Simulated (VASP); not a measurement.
Method: PBE GGA, VASP's PBE PAW potentials (set 64) (plane waves; VASP).

Input for VASP

KPOINTS:
```
Automatic
0
G
 11 11 6
0 0 0
```

POSCAR:
```
Lu
1
    1.7201710000    -3.0037420000     0.0000000000
    1.7201710000     3.0037420000     0.0000000000
    0.0000000000     0.0000000000     5.4228580000
Lu
2
Direct
  0.3333330000   0.6666670000   0.2500000000
  0.6927990000   0.3594650000   0.7500000000
```

INCAR:
```
NELM=100   ! most electronic steps
ISIF=2
LWAVE=.FALSE.
ALGO=Normal   ! blocked Davidson
ISMEAR=-5   ! tetrahedra, Bloechl
LMAXMIX=6   ! l cut-off of mixed one-centre charges
LREAL=.FALSE.
ENCUT=400   ! plane-wave cut-off (eV)
EDIFF=1E-6
PREC=Accurate
LASPH=.TRUE.   ! aspherical one-centre terms
SYSTEM=Lu
GGA=PE
LCHARG=.FALSE.
```

POTCAR, in this order: Lu_3 (PBE.64 set). Program: vasp_std.

Output of the run:

**OSZICAR**
```
       N       E                     dE             d eps       ncg     rms          rms(c)
DAV:   1     0.391313328311E+02    0.39131E+02   -0.78957E+03 11755   0.135E+03
DAV:   2    -0.672537803268E+01   -0.45857E+02   -0.44697E+02 10788   0.669E+02
DAV:   3    -0.876611572276E+01   -0.20407E+01   -0.19517E+01 10951   0.607E+01
DAV:   4    -0.886950680082E+01   -0.10339E+00   -0.99968E-01 11576   0.921E+00
DAV:   5    -0.887347569414E+01   -0.39689E-02   -0.38713E-02 10674   0.184E+00    0.262E+01
DAV:   6    -0.886890685115E+01    0.45688E-02   -0.30979E-02 10637   0.414E+00    0.156E+01
DAV:   7    -0.887981048185E+01   -0.10904E-01   -0.57302E-02 10109   0.547E+00    0.388E-01
DAV:   8    -0.887968337732E+01    0.12710E-03   -0.38264E-03 10482   0.843E-01    0.112E-01
DAV:   9    -0.887968345113E+01   -0.73811E-07   -0.19019E-04 10818   0.219E-01    0.278E-02
DAV:  10    -0.887968039014E+01    0.30610E-05   -0.19537E-05 10937   0.695E-02    0.300E-02
DAV:  11    -0.887968062460E+01   -0.23445E-06   -0.58851E-07  5912   0.156E-02
   1 F= -.88796806E+01 E0= -.88796806E+01  d E =0.000000E+00
```

File OUTCAR:
```
------------------------ aborting loop because EDIFF is reached ----------------------------------------
  FORCE on cell =-STRESS in cart. coord.  units (eV):
  Direction    XX          YY          ZZ          XY          YZ          ZX
  --------------------------------------------------------------------------------------
  Total        1.0645814      0.8538222      0.7308951     -0.1137595      0.0000000      0.0000000
  in kB       30.4366603     24.4109986     20.8964804     -3.2524129      0.0000000      0.0000000
  external PRESSURE =      25.2480464 kB  Pullay stress =       0.0000000 kB
  volume of cell :       56.04
      direct lattice vectors                 reciprocal lattice vectors
     1.720171000 -3.003742000  0.000000000     0.290668777 -0.166459037  0.000000000
     1.720171000  3.003742000  0.000000000     0.290668777  0.166459037  0.000000000
     0.000000000  0.000000000  5.422858000     0.000000000  0.000000000  0.184404607
 POSITION                                       TOTAL-FORCE (eV/Angst)
 -----------------------------------------------------------------------------------
      1.72017      1.00125      1.35571         0.134430     -0.017294     -0.000000
      1.81007     -1.00125      4.06714        -0.134430      0.017294      0.000000
 -----------------------------------------------------------------------------------
    total drift:                               -0.000002     -0.000000     -0.000000
  FREE ENERGIE OF THE ION-ELECTRON SYSTEM (eV)
  ---------------------------------------------------
  free  energy   TOTEN  =        -8.8796806246 eV

  energy  without entropy=       -8.8796806246  energy(sigma->0) =       -8.87968062
```
(Selected blocks of OUTCAR.)

For a metal the tetrahedron method with Blöchl corrections gives inexact stress and forces.

The compound is Lu in the hcp structure. The cell was not relaxed at this level, atoms are displaced from their ideal sites. The run is one of a series of settings (ISMEAR = -5, SIGMA removed against the base run), some of them coarse on purpose.
